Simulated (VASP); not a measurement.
Here is the system:

```
CELL_PARAMETERS angstrom
     -1.66267     1.66267     1.66267
      1.66267    -1.66267     1.66267
      1.66267     1.66267    -1.66267
ATOMIC_POSITIONS crystal
  Li 0.00000 0.00000 0.00000
```

The numbers are results of PBE GGA, VASP's PBE PAW potentials (set 64) (plane waves; VASP), not measurements. Settings: 600 eV cut-off, 14×14×14 Γ-centred mesh, first-order Methfessel-Paxton smearing of 0.10 eV, potentials Li_sv.

### Question
What does the run give for the energy per atom (σ→0), pressure, band gap (on the k-mesh) with the smallest direct gap where there is one?

### Answer

| Property | Value |
|---|---|
| band gap (on the k-mesh) | none (metal, semimetal or under 0.01 eV) |
| energy per atom (σ→0) | -1.893 eV/atom |
| pressure | 1.48 GPa |

The absolute energy has meaning only against runs of the same code, potentials and settings.

The compound is Li in the bcc structure. This cell was strained or had an atom moved on purpose.
